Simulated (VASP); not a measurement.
Computed with PBE GGA with spin-orbit coupling, VASP's PBE PAW potentials (set 64) (plane waves; VASP).

Input for VASP

**POSCAR**
```
Mo
2.7366430
 -0.5773501953   0.5773501953   0.5773501953
  0.5773501953  -0.5773501953   0.5773501953
  0.5773501953   0.5773501953  -0.5773501953
Mo
1
Direct
  0.0000000000   0.0000000000   0.0000000000
```

File KPOINTS_OPT:
```
k-points along high-symmetry lines
8
Line-mode
Reciprocal
  0.000000   0.000000   0.000000 ! GAMMA
  0.500000  -0.500000   0.500000 ! H

  0.500000  -0.500000   0.500000 ! H
  0.000000   0.000000   0.500000 ! N

  0.000000   0.000000   0.500000 ! N
  0.000000   0.000000   0.000000 ! GAMMA

  0.000000   0.000000   0.000000 ! GAMMA
  0.250000   0.250000   0.250000 ! P

  0.250000   0.250000   0.250000 ! P
  0.500000  -0.500000   0.500000 ! H

  0.250000   0.250000   0.250000 ! P
  0.000000   0.000000   0.500000 ! N
```

KPOINTS:
```
Automatic mesh
0
Gamma
15 15 15
0 0 0
```

INCAR:
```
! general
SYSTEM     = Mo
PREC       = Accurate
ENCUT      = 400
LREAL      = .FALSE.
LASPH      = .TRUE.

! electronic loop
EDIFF      = 1E-6
NELM       = 100
ALGO       = Normal
LMAXMIX    = 4

! smearing
ISMEAR     = 0
SIGMA      = 0.05

! functional
GGA        = PE
GGA_COMPAT = .FALSE.

! spin
MAGMOM     = 3*0
LSORBIT    = .TRUE.

! output
LWAVE      = .FALSE.
LCHARG     = .FALSE.
```

POTCAR, in this order: Mo_sv (PBE.64 set). Program: vasp_ncl.

Output of the run:

File OUTCAR:
```
 ion  position               nearest neighbor table
   1  0.000  0.000  0.000-
  LATTYP: Found a body centered cubic cell.
 ALAT       =     3.1600027412
 Subroutine PRICEL returns:
 Original cell was already a primitive cell.
 Subroutine GETGRP returns: Found 48 space group operations
The static configuration has the point symmetry O_h .
The dynamic configuration has the point symmetry O_h .
The overall configuration has the point symmetry O_h .
 Subroutine INISYM returns: Found 48 space group operations
 Subroutine IBZKPT returns following result:
 Found    120 irreducible k-points:

 Following reciprocal coordinates:
            Coordinates               Weight
  0.000000  0.000000  0.000000      1.000000
  0.066667  0.000000  0.000000     12.000000
  0.133333  0.000000  0.000000     12.000000
  0.200000  0.000000  0.000000     12.000000
  0.266667  0.000000  0.000000     12.000000
  0.333333  0.000000  0.000000     12.000000
  0.400000  0.000000  0.000000     12.000000
  0.466667  0.000000  0.000000     12.000000
  0.066667  0.066667  0.000000     24.000000
  0.133333  0.066667 -0.000000     48.000000
  0.200000  0.066667  0.000000     48.000000
  0.266667  0.066667  0.000000     48.000000
  0.333333  0.066667  0.000000     48.000000
  0.400000  0.066667  0.000000     48.000000
  0.466667  0.066667  0.000000     24.000000
  0.133333  0.133333  0.000000     24.000000
  0.200000  0.133333  0.000000     48.000000
  0.266667  0.133333  0.000000     48.000000
  0.333333  0.133333  0.000000     48.000000
  0.400000  0.133333  0.000000     48.000000
  0.200000  0.200000  0.000000     24.000000
  0.266667  0.200000  0.000000     48.000000
  0.333333  0.200000  0.000000     48.000000
  0.400000  0.200000  0.000000     24.000000
  0.266667  0.266667  0.000000     24.000000
  0.333333  0.266667  0.000000     48.000000
  0.333333  0.333333  0.000000      8.000000
  0.066667  0.066667  0.066667      8.000000
  0.133333  0.066667  0.066667     24.000000
  0.200000  0.066667  0.066667     24.000000
  0.266667  0.066667  0.066667     24.000000
  0.333333  0.066667  0.066667     24.000000
  0.400000  0.066667  0.066667     24.000000
 -0.066667  0.066667  0.066667      6.000000
  0.133333  0.133333  0.066667     24.000000
  0.200000  0.133333  0.066667     48.000000
  0.266667  0.133333  0.066667     48.000000
  0.333333  0.133333  0.066667     48.000000
  0.400000  0.133333  0.066667     24.000000
 -0.133333  0.133333  0.066667     24.000000
   k-points           NKPTS =    120   k-points in BZ     NKDIM =    120   number of bands    NBANDS=     22
   number of dos      NEDOS =    301   number of ions     NIONS =      1
   total plane-waves  NPLWV =   5832
   dimension x,y,z NGX =    18 NGY =   18 NGZ =   18
   dimension x,y,z NGXF=    36 NGYF=   36 NGZF=   36
   ions per type =               1
   PREC   = accura    normal or accurate (medium, high low for compatibility)
   ISTART =      0    job   : 0-new  1-cont  2-samecut
   ICHARG =      2    charge: 1-file 2-atom 10-const
   ISPIN  =      1    spin polarized calculation?
   LNONCOLLINEAR =      T non collinear calculations
   LSORBIT =      T    spin-orbit coupling
   INIWAV =      1    electr: 0-lowe 1-rand  2-diag
   ENCUT  =  400.0 eV  29.40 Ry    5.42 a.u.   4.46  4.46  4.46*2*pi/ulx,y,z
   NELM   =    100;   NELMIN=  2; NELMDL= -5     # of ELM steps
   EDIFF  = 0.1E-05   stopping-criterion for ELM
   LREAL  =      F    real-space projection
   NLSPLINE    = F    spline interpolate recip. space projectors
   LMAXMIX     =    4 max onsite mixed and CHGCAR
...
```

### OSZICAR
```
       N       E                     dE             d eps       ncg     rms          rms(c)
DAV:   1     0.114196329293E+03    0.11420E+03   -0.73036E+03  5304   0.110E+03
DAV:   2    -0.961993688979E+01   -0.12382E+03   -0.11991E+03  6036   0.371E+02
DAV:   3    -0.116917783471E+02   -0.20718E+01   -0.20587E+01  6250   0.496E+01
DAV:   4    -0.116990116384E+02   -0.72333E-02   -0.72328E-02  5810   0.329E+00
DAV:   5    -0.116990637868E+02   -0.52148E-04   -0.52147E-04  6238   0.248E-01    0.144E+01
DAV:   6    -0.111187091258E+02    0.58035E+00   -0.10304E+00  5776   0.123E+01    0.389E+00
DAV:   7    -0.110387053422E+02    0.80004E-01   -0.20962E-01  6272   0.513E+00    0.108E+00
DAV:   8    -0.110348216793E+02    0.38837E-02   -0.24512E-03  5742   0.638E-01    0.822E-01
DAV:   9    -0.110344019582E+02    0.41972E-03   -0.67736E-04  6000   0.364E-01    0.125E-01
DAV:  10    -0.110344247965E+02   -0.22838E-04   -0.85422E-06  6124   0.391E-02    0.695E-02
DAV:  11    -0.110344299055E+02   -0.51091E-05   -0.59445E-06  5634   0.298E-02    0.471E-03
DAV:  12    -0.110344296627E+02    0.24286E-06   -0.13173E-07  3666   0.480E-03
   1 F= -.11034430E+02 E0= -.11033900E+02  d E =-.105949E-02  mag=     0.0000    -0.0000     0.0000
       N       E                     dE             ncg
```

File OUTCAR:
```
------------------------ aborting loop because EDIFF is reached ----------------------------------------
  FORCE on cell =-STRESS in cart. coord.  units (eV):
  Direction    XX          YY          ZZ          XY          YZ          ZX
  --------------------------------------------------------------------------------------
  Total        0.0111198      0.0111198      0.0111198      0.0000000      0.0000000      0.0000000
  in kB        1.1292160      1.1292160      1.1292160      0.0000000      0.0000000      0.0000000
  external PRESSURE =       1.1292160 kB  Pullay stress =       0.0000000 kB
  volume of cell :       15.78
      direct lattice vectors                 reciprocal lattice vectors
    -1.580001371  1.580001371  1.580001371     0.000000000  0.316455422  0.316455422
     1.580001371 -1.580001371  1.580001371     0.316455422  0.000000000  0.316455422
     1.580001371  1.580001371 -1.580001371     0.316455422  0.316455422  0.000000000
 POSITION                                       TOTAL-FORCE (eV/Angst)
 -----------------------------------------------------------------------------------
      0.00000      0.00000      0.00000        -0.000000      0.000000     -0.000000
 -----------------------------------------------------------------------------------
    total drift:                                0.000000     -0.000000      0.000000
  FREE ENERGIE OF THE ION-ELECTRON SYSTEM (eV)
  ---------------------------------------------------
  free  energy   TOTEN  =       -11.0344296627 eV

  energy  without entropy=      -11.0333701770  energy(sigma->0) =      -11.03389992

 Ion:    1  E_soc:     -0.2064032
```
(Selected blocks of OUTCAR.)

**OUTCAR**
```
 val. band max:       12.3742923286   @ k =  -0.1333   0.1333   0.1333

 cond. band min:      12.4024378060   @ k =   0.0667   0.0667   0.0667


 Fermi energy:        12.3820652974

 k-point     1 :       0.0000    0.0000    0.0000
  band No.  band energies     occupation
      1     -48.8382      1.00000
      2     -48.8382      1.00000
      3     -23.8270      1.00000
      4     -23.8270      1.00000
      5     -21.3004      1.00000
      6     -21.3004      1.00000
      7     -21.3004      1.00000
      8     -21.3004      1.00000
      9       5.2402      1.00000
     10       5.2402      1.00000
     11      11.0446      1.00000
     12      11.0446      1.00000
     13      11.0446      1.00000
     14      11.0446      1.00000
     15      11.1842      1.00000
     16      11.1842      1.00000
     17      14.0902      0.00000
     18      14.0902      0.00000
     19      14.0902      0.00000
     20      14.0902      0.00000
     21      27.2639      0.00000
     22      27.2639      0.00000

 k-point     2 :       0.0667    0.0000    0.0000
  band No.  band energies     occupation
      1     -48.8274      1.00000
      2     -48.8274      1.00000
      3     -23.8505      1.00000
      4     -23.8505      1.00000
      5     -21.3487      1.00000
      6     -21.3487      1.00000
      7     -21.3097      1.00000
      8     -21.3097      1.00000
      9       5.4349      1.00000
     10       5.4349      1.00000
     11      10.9632      1.00000
     12      10.9632      1.00000
     13      11.0698      1.00000
     14      11.0698      1.00000
     15      11.2956      1.00000
     16      11.2956      1.00000
     17      13.9316      0.00000
     18      13.9316      0.00000
     19      14.0940      0.00000
     20      14.0940      0.00000
     21      27.4075      0.00000
     22      27.4075      0.00000

 k-point     3 :       0.1333    0.0000    0.0000
  band No.  band energies     occupation
      1     -48.7968      1.00000
...
```

The compound is Mo in the bcc structure. It was relaxed first.
